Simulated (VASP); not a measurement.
```
Ga4As3P
1.0
    0.00000     2.80133     2.80133
    2.80133     0.00000     2.80133
   11.19630    11.19630     0.00901
Ga P As
4 1 3
Cartesian
  2.84387   2.84387   5.56011
  2.75771   2.75771   0.04362
  5.58424   5.58424   0.01841
 11.21221  11.21221   5.59575
  1.39819   1.39819   1.40314
  4.17277   4.17277   1.42988
  6.99840   6.99840   1.40558
  9.82455   9.82455   1.38075
```

These are PBEsol GGA, VASP's PBE PAW potentials (set 64) (plane waves; VASP) values and carry that method's errors. Numerical set-up: 400 eV cut-off, 8×8×2 Γ-centred mesh, tetrahedra with Blöchl corrections, potentials Ga_d P As.

Task: Predict the energy per atom (σ→0), band gap (on the k-mesh) with the smallest direct gap where there is one.

Result: 
```
Quantity                                      Value
-----------------------------------  --------------
band gap (on the k-mesh)                    0.69 eV
smallest direct gap (on the k-mesh)         0.69 eV
energy per atom (σ→0)                -4.640 eV/atom
```

The structure was generated: Ga4As3P was put into an ordered model structure (R3m), which need not be its known phase. It was relaxed first.
